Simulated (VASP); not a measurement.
```xyz
2
Lattice="0.0000 2.1631 2.1631 2.1631 0.0000 2.1631 2.1631 2.1631 0.0000" Properties=species:S:1:pos:R:3 pbc="T T T"
Ti     0.0000     0.0000     0.0000
N      2.1631     2.1631     2.1631
```

Computed with vdW-DF2, VASP's PBE PAW potentials (set 64) (plane waves; VASP). Numerical set-up: 520 eV cut-off, 16×16×16 Γ-centred mesh, tetrahedra with Blöchl corrections, potentials Ti_sv N.

Q: Estimate the energy per atom (σ→0), band gap (on the k-mesh) with the smallest direct gap where there is one.

A: 
| Quantity | Value |
|---|---|
| band gap (on the k-mesh) | none (metal, semimetal or under 0.01 eV) |
| energy per atom (σ→0) | -7.229 eV/atom |

The absolute energy has meaning only against runs of the same code, potentials and settings.

The compound is TiN in the rock salt structure. It was relaxed first, which changed the volume by +6 %. The electron count is odd and the run is not spin-polarised, which forces a metal.
